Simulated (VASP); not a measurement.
All values below come from LDA (Ceperley-Alder, Perdew-Zunger), VASP's LDA PAW potentials (set 64) (plane waves; VASP 6.6.1).

Input for VASP

### KPOINTS
```
Automatic
0
Gamma
 9 9 5
```

**INCAR**
```
! general
SYSTEM =GaN
PREC   =Accurate
ENCUT  =520
LREAL  =.FALSE.
LASPH  =.TRUE.

! electronic loop
EDIFF  =1E-6
NELM   =100
ALGO   =Normal
LMAXMIX=4

! smearing
ISMEAR =0
SIGMA  =0.05

! ions
IBRION =2
NSW    =60
ISIF   =3
EDIFFG =-0.01

! output
LWAVE  =.FALSE.
LCHARG =.FALSE.
```

POSCAR:
```
GaN
1.0
  1.5794044750  -2.7356087594   0.0000000000
  1.5794044750   2.7356087594   0.0000000000
  0.0000000000   0.0000000000   5.1457300867
Ga N
2 2
Cart
  1.5794044750  -0.9118714102   2.5738697605
  1.5794044750   0.9118714102   0.0010047172
  1.5794044750  -0.9118714102   4.5118005689
  1.5794044750   0.9118714102   1.9389355255
```

POTCAR, in this order: Ga_d N (LDA.64 set). Program: vasp_std.

The run wrote:

File OSZICAR:
```
       N       E                     dE             d eps       ncg     rms          rms(c)
DAV:   1     0.268005441790E+03    0.26801E+03   -0.18579E+04  1710   0.306E+03
DAV:   2     0.237689964584E+01   -0.26563E+03   -0.25808E+03  1756   0.517E+02
DAV:   3    -0.307726260404E+02   -0.33150E+02   -0.32749E+02  1824   0.151E+02
DAV:   4    -0.320374200696E+02   -0.12648E+01   -0.12616E+01  2184   0.305E+01
DAV:   5    -0.320572487447E+02   -0.19829E-01   -0.19824E-01  1752   0.355E+00    0.107E+01
DAV:   6    -0.279229260402E+02    0.41343E+01   -0.15611E+01  2882   0.598E+01    0.319E+00
DAV:   7    -0.279713334012E+02   -0.48407E-01   -0.15598E+00  1710   0.985E+00    0.258E+00
DAV:   8    -0.279340583562E+02    0.37275E-01   -0.33023E-01  2752   0.766E+00    0.974E-01
DAV:   9    -0.279100575222E+02    0.24001E-01   -0.11965E-01  2762   0.563E+00    0.294E-01
DAV:  10    -0.279111838352E+02   -0.11263E-02   -0.55803E-03  2072   0.911E-01    0.125E-01
DAV:  11    -0.279106212131E+02    0.56262E-03   -0.26998E-03  2580   0.958E-01    0.173E-02
DAV:  12    -0.279106505538E+02   -0.29341E-04   -0.29394E-04  1704   0.124E-01    0.187E-02
DAV:  13    -0.279106496743E+02    0.87945E-06   -0.76349E-05  2488   0.132E-01    0.208E-02
DAV:  14    -0.279106459731E+02    0.37012E-05   -0.17548E-05  2454   0.553E-02    0.493E-03
DAV:  15    -0.279106459514E+02    0.21631E-07   -0.15593E-06  1250   0.104E-02
   1 F= -.27910646E+02 E0= -.27910646E+02  d E =-.279106E+02
```

OUTCAR:
```
------------------------ aborting loop because EDIFF is reached ----------------------------------------
  FORCE on cell =-STRESS in cart. coord.  units (eV):
  Direction    XX          YY          ZZ          XY          YZ          ZX
  --------------------------------------------------------------------------------------
  Total       -0.0380647     -0.0380647      0.0148856      0.0000000      0.0000000      0.0000000
  in kB       -1.3715412     -1.3715412      0.5363561      0.0000000      0.0000000      0.0000000
  external PRESSURE =      -0.7355754 kB  Pullay stress =       0.0000000 kB
  volume of cell :       44.47
      direct lattice vectors                 reciprocal lattice vectors
     1.579404475 -2.735608759  0.000000000     0.316575018 -0.182774674  0.000000000
     1.579404475  2.735608759  0.000000000     0.316575018  0.182774674  0.000000000
     0.000000000  0.000000000  5.145730087     0.000000000  0.000000000  0.194335883
  FREE ENERGIE OF THE ION-ELECTRON SYSTEM (eV)
  ---------------------------------------------------
  free  energy   TOTEN  =       -27.9106459514 eV

  energy  without entropy=      -27.9106459514  energy(sigma->0) =      -27.91064595

 reached required accuracy - stopping structural energy minimisation
```
(Selected blocks of OUTCAR.)

**OUTCAR**
```
 val. band max:        5.3722259077   @ k =   0.0000   0.0000   0.0000

 cond. band min:       7.4813654418   @ k =   0.0000   0.0000   0.0000


 Fermi energy:         5.5958402970

 k-point     1 :       0.0000    0.0000    0.0000
  band No.  band energies     occupation
      1     -10.7160      2.00000
      2      -9.7551      2.00000
      3      -8.2059      2.00000
      4      -8.1893      2.00000
      5      -8.1893      2.00000
      6      -8.1233      2.00000
      7      -8.1233      2.00000
      8      -7.9158      2.00000
      9      -7.9158      2.00000
     10      -7.8088      2.00000
     11      -7.8088      2.00000
     12      -6.4448      2.00000
     13      -1.9438      2.00000
     14       4.2937      2.00000
     15       4.2937      2.00000
     16       5.3254      2.00000
     17       5.3722      2.00000
     18       5.3722      2.00000
     19       7.4814      0.00000
     20       9.7090      0.00000
     21      14.5639      0.00000
     22      15.2350      0.00000

 k-point     2 :       0.1111    0.0000    0.0000
  band No.  band energies     occupation
      1     -10.5879      2.00000
      2      -9.7237      2.00000
      3      -8.1925      2.00000
      4      -8.1706      2.00000
      5      -8.1507      2.00000
      6      -8.1080      2.00000
      7      -8.0975      2.00000
      8      -7.9271      2.00000
      9      -7.9169      2.00000
     10      -7.8313      2.00000
     11      -7.8058      2.00000
     12      -6.3513      2.00000
     13      -1.7615      2.00000
     14       3.4062      2.00000
     15       4.0318      2.00000
     16       4.4191      2.00000
     17       5.1972      2.00000
     18       5.2569      2.00000
     19       8.3274      0.00000
     20      10.4250      0.00000
     21      14.1201      0.00000
     22      14.5548      0.00000

 k-point     3 :       0.2222   -0.0000    0.0000
  band No.  band energies     occupation
      1     -10.2693      2.00000
...
```

The compound is GaN in the wurtzite structure. It was relaxed first. The start is the result of an earlier pass.
